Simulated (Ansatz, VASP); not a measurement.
# SnSe2 in two plane-wave programs

One calculation is typed for both programs; each brings its own data sets. How far apart do they land? The cell is taken from a series of runs on this material, whose earlier steps may have relaxed, scaled, displaced or heated it; both programs get it as it stands.

Method: plane waves, with VASP 6.6.1 beside it; single point at PBE, in Ansatz 0.2.0.

### Step 1. The structure

The cell holds 3 atoms: 1 Sn and 2 Se. Its edges and angles: a = 3.794 Å, b = 3.794 Å, c = 30.460 Å, α = 90.0°, β = 90.0°, γ = 120.0°. It derives from SnSe2. Vacuum lies along c.

As a file:

```cif
data_structure
_symmetry_space_group_name_H-M 'P 1'
_symmetry_Int_Tables_number 1
_cell_length_a 3.7942
_cell_length_b 3.7942
_cell_length_c 30.4600
_cell_angle_alpha 90.000
_cell_angle_beta 90.000
_cell_angle_gamma 120.000
_cell_volume 379.75
loop_
_atom_site_label
_atom_site_type_symbol
_atom_site_fract_x
_atom_site_fract_y
_atom_site_fract_z
_atom_site_occupancy
Sn1 Sn 0.33333 0.66667 0.32830 1
Se2 Se 0.72465 0.39132 0.38495 1
Se3 Se 0.60868 0.27535 0.27165 1
```

### Step 2. VASP: single point, PBE, pair 1

With cell and atoms fixed, the geometry can't cause a difference; cores, projectors, grids and the points listed under the comparison can.

Lines of VASP's logs that name or quote its potential files are left out, and so is its time.

INCAR

```
SYSTEM = SnSe2
PREC = Accurate
ENCUT = 400
EDIFF = 1E-06
NELM = 120
ISMEAR = 0
SIGMA = 0.1
LREAL = .FALSE.
ALGO = Normal
GGA = PE
NBANDS = 19
LORBIT = 11
LWAVE = .FALSE.
LCHARG = .FALSE.
ISIF = 2
LDIPOL = .TRUE.
IDIPOL = 3
DIPOL = 0.5 0.5 0.328
LVHAR = .TRUE.
LASPH = .TRUE.
GGA_COMPAT = .FALSE.
EFERMI = MIDGAP
NELMDL = -8
KPAR = 2
```

POSCAR

```
SnSe2
1.0
    3.7941949000      0.0000000000      0.0000000000
   -1.8970974500      3.2858691703      0.0000000000
    0.0000000000      0.0000000000     30.4600000000
Sn Se
1 2
Direct
    0.3333333333      0.6666666667      0.3282994091
    0.7246499822      0.3913166488      0.3849452770
    0.6086833512      0.2753500178      0.2716535412
```

KPOINTS

```
Automatic mesh
0
Gamma
12 12 1
0 0 0
```

Potentials, in the order of the species: Sn_d and Se (PBE family, release 64).

Started as:

```console
$ mpirun -np 2 vasp_std
```

Numbers of over 12 decimals in the logs are rounded to 6 here.

What it wrote:

```text
[banner, memory and clock lines left out]
running    2 mpi-ranks, on    1 nodes
 distrk:  each k-point on    1 cores,    2 groups
 distr:  one band on    1 cores,    1 groups

 POSCAR found type information on POSCAR SnSe
 POSCAR found :  2 types and       3 ions
 LDA part: xc-table for (Slater+PW92), standard interpolation
 POSCAR, INCAR and KPOINTS ok, starting setup
 FFT: planning ... GRIDC
 FFT: planning ... GRID_SOFT
 FFT: planning ... GRID
 WAVECAR not read
 entering main loop
       N       E                     dE             d eps       ncg     rms          rms(c)
DAV:   1     0.163313558077E+03    0.16331E+03   -0.94417E+03  1978   0.841E+02
DAV:   2     0.732341183469E+01   -0.15599E+03   -0.15272E+03  2195   0.208E+02
DAV:   3    -0.110615104624E+02   -0.18385E+02   -0.18288E+02  2115   0.822E+01
DAV:   4    -0.115114880773E+02   -0.44998E+00   -0.44954E+00  2155   0.162E+01
DAV:   5    -0.115217973563E+02   -0.10309E-01   -0.10309E-01  2333   0.239E+00
DAV:   6    -0.115219342876E+02   -0.13693E-03   -0.13693E-03  2142   0.226E-01
DAV:   7    -0.115219410616E+02   -0.67740E-05   -0.67744E-05  2438   0.419E-02
DAV:   8    -0.115219411313E+02   -0.69719E-07   -0.69218E-07  1882   0.439E-03    0.469E+00
DAV:   9    -0.111797508606E+02    0.34219E+00   -0.85292E-01  2306   0.841E+00    0.302E+00
DAV:  10    -0.111531089674E+02    0.26642E-01   -0.25634E-01  1898   0.310E+00    0.587E-01
DAV:  11    -0.111505558318E+02    0.25531E-02   -0.25573E-02  2033   0.142E+00    0.303E-01
DAV:  12    -0.111508511344E+02   -0.29530E-03   -0.25107E-03  1802   0.338E-01    0.764E-02
DAV:  13    -0.111508765961E+02   -0.25462E-04   -0.17093E-04  2333   0.113E-01    0.382E-02
DAV:  14    -0.111509171870E+02   -0.40591E-04   -0.88767E-05  1797   0.502E-02    0.110E-02
DAV:  15    -0.111509293384E+02   -0.12151E-04   -0.44249E-06  1946   0.142E-02    0.952E-03
DAV:  16    -0.111509788187E+02   -0.49480E-04   -0.97721E-06  1607   0.117E-02    0.335E-03
DAV:  17    -0.111510083104E+02   -0.29492E-04   -0.16089E-06  1546   0.506E-03    0.351E-03
DAV:  18    -0.111510511095E+02   -0.42799E-04   -0.42246E-06  1428   0.793E-03    0.193E-03
DAV:  19    -0.111510559951E+02   -0.48856E-05   -0.15167E-07  1734   0.257E-03    0.102E-03
DAV:  20    -0.111510640835E+02   -0.80884E-05   -0.21927E-07  1593   0.193E-03    0.750E-04
DAV:  21    -0.111510668329E+02   -0.27494E-05   -0.30183E-08  1549   0.962E-04    0.415E-04
DAV:  22    -0.111510689359E+02   -0.21030E-05   -0.33479E-08  1537   0.625E-04    0.144E-04
DAV:  23    -0.111510697507E+02   -0.81480E-06   -0.20793E-08  1536   0.467E-04
   1 F= -.11151070E+02 E0= -.11150882E+02  d E =-.375671E-03
```

From OUTCAR (step 2):

```text
ion  position               nearest neighbor table
   1  0.333  0.667  0.328-   3 2.64   2 2.64   3 2.80   2 2.80   2 2.94   3 2.94
   2  0.725  0.391  0.385-   1 2.64   1 2.80   1 2.94
   3  0.609  0.275  0.272-   1 2.64   1 2.80   1 2.94

  LATTYP: Found a hexagonal cell.
 ALAT       =     3.7941949000
 C/A-ratio  =     8.0280535931

 Subroutine GETGRP returns: Found  2 space group operations
 (whereof  1 operations were pure point group operations)

The static configuration has the point symmetry C_1 .
 The point group associated with its full space group is C_2 .

 Found     43 irreducible k-points:

   k-points           NKPTS =     43   k-points in BZ     NKDIM =     43   number of bands    NBANDS=     19

   dimension x,y,z NGX =    28 NGY =   28 NGZ =  200
   dimension x,y,z NGXF=    56 NGYF=   56 NGZF=  400

   ENCUT  =  400.0 eV  29.40 Ry    5.42 a.u.   6.19  6.19 49.67*2*pi/ulx,y,z

   NELECT =      26.0000    total number of electrons

 k-points in reciprocal lattice and weights: Automatic mesh
   0.00000000  0.00000000  0.00000000       0.007
   0.08333333 -0.00000000  0.00000000       0.028
  -0.08333333  0.08333333  0.00000000       0.014
   0.16666667  0.00000000  0.00000000       0.028
  -0.16666667  0.16666667  0.00000000       0.014
   0.25000000  0.00000000  0.00000000       0.028
  -0.25000000  0.25000000  0.00000000       0.014
   0.33333333  0.00000000  0.00000000       0.028
  -0.33333333  0.33333333  0.00000000       0.014
[...]
0.41666667  0.33333333  0.00000000       0.028
   0.33333333  0.33333333  0.00000000       0.014

 dipolmoment           0.000000      0.000000      0.000002 electrons x Angstroem

 average (electrostatic) potential at core
       1-110.8616       2 -61.3685       3 -61.3685

 E-fermi :  -3.3964

 k-point     1 :       0.0000    0.0000    0.0000
  band No.  band energies     occupation
    ...
      9      -5.4197      2.00000
     10      -4.3881      2.00000
     11      -4.2099      2.00000
     12      -3.5846      1.99221
     13      -3.5029      1.86794
     14      -2.8587      0.00000
     15      -0.1708      0.00000
     16       0.6678      0.00000
     17       0.8105      0.00000
     18       1.5726      0.00000
    ...

 k-point     2 :       0.0833   -0.0000    0.0000
  band No.  band energies     occupation
    ...
      9      -5.4603      2.00000
     10      -4.8685      2.00000
     11      -4.4546      2.00000
     12      -3.8971      2.00000
     13      -3.5833      1.99179
     14      -2.4619      0.00000
     15       0.0955      0.00000
     16       0.5463      0.00000
     17       0.8805      0.00000
     18       1.6865      0.00000
    ...

 k-point     3 :      -0.0833    0.0833    0.0000
  band No.  band energies     occupation
    ...
      9      -5.4138      2.00000
     10      -5.0038      2.00000
     11      -4.3932      2.00000
     12      -3.8253      2.00000
     13      -3.6516      1.99969
     14      -2.4131      0.00000
     15       0.1452      0.00000
     16       0.3582      0.00000
     17       0.9900      0.00000
     18       1.6872      0.00000
    ...

  Total        0.2568774      0.5862235     -0.2765980      0.2852220      0.6636335      0.3831487
  in kB        1.0837690      2.4732839     -1.1669703      1.2033552      2.7998778      1.6165090
  external PRESSURE =       0.7966942 kB  Pullay stress =       0.0000000 kB

  energy-cutoff  :      400.00
  volume of cell :      379.75
      direct lattice vectors                 reciprocal lattice vectors
     3.794194900  0.000000000  0.000000000     0.263560525  0.152166740  0.000000000
    -1.897097450  3.285869170  0.000000000     0.000000000  0.304333480  0.000000000
     0.000000000  0.000000000 30.460000000     0.000000000  0.000000000  0.032829941

 POSITION                                       TOTAL-FORCE (eV/Angst)
 -----------------------------------------------------------------------------------
     -0.00000      2.19058     10.00000         0.212059     -0.122432      0.000000
      2.00710      1.28582     11.72543         0.005042      0.253597     -0.071760
      1.78710      0.90476      8.27457        -0.217101     -0.131165      0.071760
 -----------------------------------------------------------------------------------
    total drift:                               -0.000062      0.000036      0.000018

  FREE ENERGIE OF THE ION-ELECTRON SYSTEM (eV)
  ---------------------------------------------------
  free  energy   TOTEN  =       -11.1510697507 eV

  energy  without entropy=      -11.1506940793  energy(sigma->0) =      -11.15088191

 vacuum level on the upper side and lower side of the slab         2.069         2.069

 total charge
# of ion       s       p       d       tot
------------------------------------------
    1        1.090   0.959  10.063  12.111
    2        1.489   2.275   0.024   3.788
    3        1.489   2.275   0.024   3.788
--------------------------------------------------
tot          4.068   5.510  10.111  19.688

[... 3 further parts left out ...]
```

The run ends at a pressure of 0.08 GPa, with forces up to 0.26 eV/Å.

### Step 3. Ansatz: single point, PBE, pair 1

Ansatz runs on its PAW soft_1 files.

The same cell, functional, mesh and smearing now go to Ansatz, which takes its cutoff from its data sets.

input.yaml

```yaml
crystal:
  lattice:
    - [3.7941949, 0.0, 0.0]
    - [-1.89709745, 3.2858691703, 0.0]
    - [0.0, 0.0, 30.46]
  atoms:
    - { symbol: Sn, position: [0.3333333333, 0.6666666667, 0.3282994091] }
    - { symbol: Se, position: [0.7246499822, 0.3913166488, 0.384945277] }
    - { symbol: Se, position: [0.6086833512, 0.2753500178, 0.2716535412] }
  periodic: [true, true, false]
kpoints:
  mp_grid: { grid: [12, 12, 1] }
hamiltonian:
  xc: pbe
  pseudopotentials: { kind: paw, azcp: { folder: soft_1 } }
scf:
  occupations: { method: gaussian, width: 0.1 }
output:
  forces: true
  stress: true
  eigenvalues: true
```

Started as:

```console
$ ansatz run input.yaml --threads 4 --pin off --max-ram 16384MiB --backend cpu --events-out ev --progress --plain --runs-dir out
```

What it wrote:

```text
Engine: ansatz 0.2.0, aarch64-unknown-linux-gnu
Pseudopotentials: kind: paw
Pseudopotential: Sn, paw, valence charge 14, recommended cutoff 420 eV (normal), soft_1/Sn.paw.azcp
Pseudopotential: Se, paw, valence charge 16, recommended cutoff 420 eV (normal), soft_1/Se.paw.azcp
Functional definition: PBE
  parameter kappa = 0.804
  parameter beta = 0.066725
  exchange = pbe_x(kappa = kappa, mu = beta*pi^2/3)
  correlation = pbe_c(beta = beta)
Crystal: 3 atoms, lattice volume = 379.752 Å³
Basis set: ecut = 420 eV, 7445 PW (Γ), exchange–correlation on 54×54×432 points (8 copies of the dense FFT grid, shifted against one another)
Bands: 28, of which v1, the nominal top of the filled ones, is band 23 counted from 1 (22 counted from 0)
Symmetry: 2 space group operations
Space group: C2 (ITA 5), of the structure as read, at distance tolerance 7.2e-5 Å
k-points: 43 of 144 (time reversal used)
Non-local potential: Sn, projectors of the file, l = 0: 2, l = 1: 2, l = 2: 2, l = 3: 1
Non-local potential: Se, projectors of the file, l = 0: 2, l = 1: 2, l = 2: 3, l = 3: 1
PAW form: soft (Blöchl's): semilocal exchange-correlation on the pseudo side does not see the compensation charge
PAW one-centre angular grid: Sn, 590 points (default); XC on 64 Gauss nodes
PAW one-centre angular grid: Se, 590 points (default); XC on 64 Gauss nodes
Initial density: superposition of atomic densities (neutral atoms: chi_scale 0, normalization atom)
Initial wavefunctions: pseudopotential atomic-orbital guess
Functional: x = pbe(κ = 0.804, μ = 0.219515), c = pbe(β = 0.066725)
iter 1 solved again at ethr=2.92e-3 eV; its pass at ethr=3.10e-3 eV (dr2=1.34e0 eV) is discarded
SCF iter   1: F=—  HF=-16963.148871 eV  |F-HF|=—  |Δ(HF+E_count)|=         —  Δρ=1.42e-2  dr2=1.36e0  ethr=2.92e-3  ⟨swp⟩=1.0  Hψ=9439  notcnv=0
preconditioner: auto → Resta (q_TF=auto, 1.919 Å⁻¹)  ε∞=1.6  [insulator: Δε(μ)=0.589 eV  Ē_g=9.593 eV  σ=0.100 eV  W_gap=1.00  n_scr=24 (ndim 8)  ℏωp=7.6 eV  f_vac=0.761  D(μ)=0.00/eV (n_scr^D=0)  ε∞_Penn≈1.6  vacuum switching on, ρ_ref=6.7e-3 e/Å³]
SCF iter   2: F=—  HF=-16962.809871 eV  |F-HF|=—  |Δ(HF+E_count)|=   3.39e-1  Δρ=6.14e-3  dr2=2.18e-1  ethr=2.92e-3  ⟨swp⟩=4.3  Hψ=2361  notcnv=0  defer=2
SCF iter   3: F=—  HF=-16962.774261 eV  |F-HF|=—  |Δ(HF+E_count)|=   3.56e-2  Δρ=3.29e-3  dr2=4.53e-2  ethr=4.73e-4  ⟨swp⟩=3.1  Hψ=2262  notcnv=0  defer=35
SCF iter   4: F=—  HF=-16962.769171 eV  |F-HF|=—  |Δ(HF+E_count)|=   5.09e-3  Δρ=8.67e-4  dr2=2.35e-3  ethr=9.84e-5  ⟨swp⟩=2.8  Hψ=1736  notcnv=0  defer=35
SCF iter   5: F=—  HF=-16962.769330 eV  |F-HF|=—  |Δ(HF+E_count)|=   1.59e-4  Δρ=1.50e-4  dr2=1.06e-4  ethr=5.10e-6  ⟨swp⟩=2.9  Hψ=1933  notcnv=0  defer=35
SCF iter   6: F=—  HF=-16962.769363 eV  |F-HF|=—  |Δ(HF+E_count)|=   3.24e-5  Δρ=5.01e-5  dr2=6.17e-6  ethr=2.31e-7  ⟨swp⟩=3.8  Hψ=2584  notcnv=0  defer=35
SCF iter   7: F=—  HF=-16962.769411 eV  |F-HF|=—  |Δ(HF+E_count)|=   4.83e-5  Δρ=1.45e-5  dr2=7.15e-7  ethr=1.34e-8  ⟨swp⟩=3.1  Hψ=2098  notcnv=0  defer=35
SCF iter   8: F=-16962.769411 eV  HF=-16962.769411 eV  |F-HF|=2.04e-8  |Δ(HF+E_count)|=   1.63e-7  Δρ=3.19e-6  dr2=1.94e-8  ethr=2.17e-10  ⟨swp⟩=18.0  Hψ=7753  notcnv=0
SCF 1 converged in 8 iterations: F = -16962.769411 eV  dr2 = 1.94e-8
  greatest PAW one-centre occupation: 1.000 electrons in one spin orbital (limit 2), on the Se atom at site 1 (counted from 0), in its partial waves of l = 2
SCF converged after 8 iterations
Free energy (F): -16962.769411 eV
Harris-Foulkes:  -16962.769411 eV  (|F-HF|=2.04e-8)
Internal energy: -16962.769034 eV  (E = F + TS)
E sigma→0 (E₀):  -16962.769222 eV
Entropy (-TS):   -0.000377 eV (-0.126 meV/atom)
Fermi energy:    -5.464349 eV
--- Per-component energies (eV) ---
  E_band       = -1501.105032
  E_kinetic    = 388.012807
  E_local      = -96612.318133  (includes V_loc(G=0)·N_el)
  E_nonlocal   = -563.549418
  E_hartree    = 48124.204579
  E_xc         = -294.414929
  E_vxc        = -258.857766  (∫ρ·V_xc dr)
  E_paw        = -8631.453964  (= ΣΔE_a)
  E_vpaw       = -702.816821  (= ΣTr[D̂ρ^β])
  E_aug_tail   = -0.000451  (compensation charges beyond the density's cutoff)
  E_ewald      = 40626.750475
  E_smearing   = -0.000377  (= −TS)
  E_closure    = 0.000000  (closes the sum)
  Σ components = -16962.769411   (vs F -16962.769411, Δ=0.00e0)
--- Forces (eV/Å), atoms counted from 1 ---
  atom   1  Sn     0.21180172    -0.12228378     0.00000000
  atom   2  Se     0.00446801     0.25231278    -0.08575901
  atom   3  Se    -0.21627527    -0.13002580     0.08575901
  max |Σ_I F_I| component: 5.55e-6 eV/Å
--- 2D stress c σ (N/m, compression-positive) ---
        0.326248       0.365642       0.000000
        0.365642       0.748455       0.000000
        0.000000       0.000000       0.000000
  P = ½ c Tr σ = 0.5374 N/m
--- Band table (eV; the first three rows and the last of 43) ---
  k-point 0: bands = [... 19 lower, -6.4555, -6.2775, -5.6514, -5.5709, -4.9235, -2.2359, -1.3954 (-1.3954°), -1.2531, ... 1 higher]
  k-point 1: bands = [... 19 lower, -6.9350, -6.5217, -5.9645, -5.6512, -4.5275, -1.9689, -1.5186 (-1.5186°), -1.1838, ... 1 higher]
  k-point 2: bands = [... 19 lower, -7.4689, -6.8985, -6.5152, -5.8051, -4.2067, -2.2061, -1.2489 (-1.2489°), -0.7426, ... 1 higher]
  k-point 42: bands = [... 19 lower, -9.4564, -7.7736, -6.4566, -6.0510, -5.3506, -3.1061, -2.2059, -0.1685, ... 1 higher]
  ° read free of the cell's end (the report's vacuum.weakly_bound_levels)
```

### Step 4. Differences

Known differences besides the potentials themselves: Ansatz cuts the interaction across the vacuum, VASP repeats the sheet with a dipole correction; the data sets hold 46 valence electrons in Ansatz (on its PAW soft_1 files) and 26 in VASP; the cutoff is 420 eV in Ansatz and 400 eV in VASP. Total energies have different zeros and are not compared.

The two programs side by side:

```csv
quantity,Ansatz,VASP,difference
gap on the k mesh (eV),0.220,0.220,0.000
```

Forces (eV/Å; atoms numbered as in POSCAR):

| atom | Ansatz x, y, z | VASP x, y, z |
| --- | --- | --- |
| Sn1 | 0.212, -0.122, 0.000 | 0.212, -0.122, 0.000 |
| Se2 | 0.004, 0.252, -0.086 | 0.005, 0.254, -0.072 |
| Se3 | -0.216, -0.130, 0.086 | -0.217, -0.131, 0.072 |

The forces differ by 6.6 meV/Å r.m.s., which is 4.5 % of the r.m.s. force of 0.149 eV/Å (both taken over all components). A gap on the mesh is an upper bound, since the band edges may lie between its points. With vacuum in the cell, a pressure given here is an average over mostly empty space and none of the material.

### Step 5. Ansatz: single point, PBE, pair 2

With cell and atoms fixed, the geometry can't cause a difference; cores, projectors, grids and the points listed under the comparison can.

The cell is taken from a series of runs on this material, whose earlier steps may have relaxed, scaled, displaced or heated it; both programs get it as it stands.

input.yaml, the sections that differ from step 3:

```yaml
crystal:
  lattice:
    - [3.7941949, 0.0, 0.0]
    - [-1.89709745, 3.2858691703, 0.0]
    - [0.0, 0.0, 30.46]
  atoms:
    - { symbol: Sn, position: [0.3333333333, 0.6666666667, 0.3282994091] }
    - { symbol: Se, position: [0.7510060347, 0.4176727013, 0.384945277] }
    - { symbol: Se, position: [0.5823272987, 0.2489939653, 0.2716535412] }
  periodic: [true, true, false]
output:
  forces: true
  stress: true
  eigenvalues: true
  write_density: true
  write_potential: true
  elf: true
  volumetric_format: npy
# kpoints, hamiltonian, scf: as in step 3
```

What it wrote:

```text
[...]
Crystal: 3 atoms, lattice volume = 379.752 Å³
Basis set: ecut = 420 eV, 7445 PW (Γ), exchange–correlation on 54×54×432 points (8 copies of the dense FFT grid, shifted against one another)
Bands: 28, of which v1, the nominal top of the filled ones, is band 23 counted from 1 (22 counted from 0)
Symmetry: 2 space group operations
[...]
k-points: 43 of 144 (time reversal used)
[...]
k-point 1: bands = [... 19 lower, -6.8871, -6.4492, -5.9066, -5.5986, -4.4055, -2.0550, -1.3626 (-1.3626°), -1.0067, ... 1 higher]
  k-point 2: bands = [... 19 lower, -7.4746, -6.8554, -6.4154, -5.7736, -4.1028, -2.1198, -1.2806 (-1.2806°), -0.5888, ... 1 higher]
  k-point 42: bands = [... 19 lower, -9.4212, -7.6643, -6.5256, -5.9806, -5.1540, -2.8899, -2.5124, 0.1643, ... 1 higher]
  ° read free of the cell's end (the report's vacuum.weakly_bound_levels)
[key lines of the parts left out:]
SCF converged after 8 iterations
Free energy (F): -16962.801247 eV
Fermi energy:    -5.323767 eV
P = ½ c Tr σ = 1.0253 N/m
```

(Part 1 of 2 ends here.)

[Lines on the potential files, build, host, timing and source positions are cut from VASP's logs without a mark.]

[Logs are printed without paths, hosts, clocks, repeated set-up lines and the standing remarks that a program may print on its own settings, such as how far it seeks lower states.]

[Hosts, paths, dates, database ids (printed as entryN), source tags and the programs' standing remarks are cut or masked in the printed files.]
